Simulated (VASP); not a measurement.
Consider the following.

```xyz
3
Lattice="1.8135 1.0470 5.4980 -1.8135 1.0470 5.4980 0.0000 -2.0940 5.4980" Properties=species:S:1:pos:R:3 pbc="T T T"
Mn     0.0000     0.0000     0.0000
Se     0.0000     0.0000     4.1565
Se     0.0000     0.0000    12.3374
```
Starting moments (μB, in the order of the record's atoms Mn Se Se): 4.0 0.0 0.0.

Method: PBE GGA, VASP's PBE PAW potentials (set 64) (plane waves; VASP). Run with 300 eV cut-off, 4×4×4 Γ-centred mesh, Fermi-Dirac smearing of 0.14 eV, potentials Mn_pv Se.

At this cut-off the stress carries a Pulay error, which pulls relaxed volumes low. The moments were started parallel, and other spin orders were not tried in this run.

Which forces act on the atoms, in eV/Å?

```
atom     Fx     Fy      Fz
----  -----  -----  ------
Mn1   0.000  0.000   0.000
Se2   0.000  0.000  -0.141
Se3   0.000  0.000   0.141
```

Give the stress tensor in GPa (positive for a compressed cell).

```
-0.65   0.00   0.00
 0.00  -0.65   0.00
 0.00   0.00   3.77
```
The pressure is its mean diagonal, 0.82 GPa.

The structure was generated: MnSe2 was put into an ordered model structure, which need not be its known phase. The cell was not relaxed at this level. The k-mesh is coarse (spacing up to 0.51 per Å, 2π included), so the numbers may not be converged in it.
